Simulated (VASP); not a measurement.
These are LDA (Ceperley-Alder, Perdew-Zunger), VASP's LDA PAW potentials (set 64) (plane waves; VASP 6.6.1) values and carry that method's errors.

VASP ran on this input.

**POSCAR**
```
YCl3
6.9101420
  0.5005005686  -0.8657361889   0.0000000000
  0.5005005686   0.8657361889   0.0000000000
 -0.3295040825   0.0000000000   0.8937987092
Y Cl
2 6
Cartesian
  0.4954291203   0.5753379704   0.0138529862
  0.4950649212  -0.5769144760   0.0012441678
  0.6931487515  -0.3150050382   0.2101553153
 -0.0148921957   0.3069277196   0.6898919407
 -0.0130053569  -0.3076852388   0.6811774033
  0.6813265868   0.3184411452   0.2214368426
  0.5457013841  -0.0094598993   0.6584588277
  0.1327190895   0.0083578172   0.2051786441
```

KPOINTS:
```
Automatic
0
G
3 3 3
0 0 0
```

**INCAR**
```
! general
SYSTEM  = YCl3
PREC    = Accurate
ENCUT   = 300
LREAL   = .FALSE.
LASPH   = .TRUE.

! electronic loop
EDIFF   = 1E-6
NELM    = 100
ALGO    = Normal
LMAXMIX = 4

! smearing
ISMEAR  = -1
SIGMA   = 0.02

! ions
ISIF    = 2

! output
LWAVE   = .FALSE.
LCHARG  = .FALSE.
```

POTCAR, in this order: Y_sv Cl (LDA.64 set). Program: vasp_std.

Q: What will the output report for the number of irreducible k-points (NKPTS), largest plane-wave count, number of space-group operations, FFT grid (NGX, NGY, NGZ)?

A: 
```json
{
 "number of irreducible k-points (NKPTS)": "14",
 "largest_plane_wave_count": "3028",
 "number_of_space_group_operations": "1",
 "FFT grid (NGX, NGY, NGZ)": "40 × 40 × 40"
}
```

The structure comes from a computed database's YCl3 entry; how it stands against other phases isn't given here. The cell was not relaxed at this level, atoms are displaced from their ideal sites.
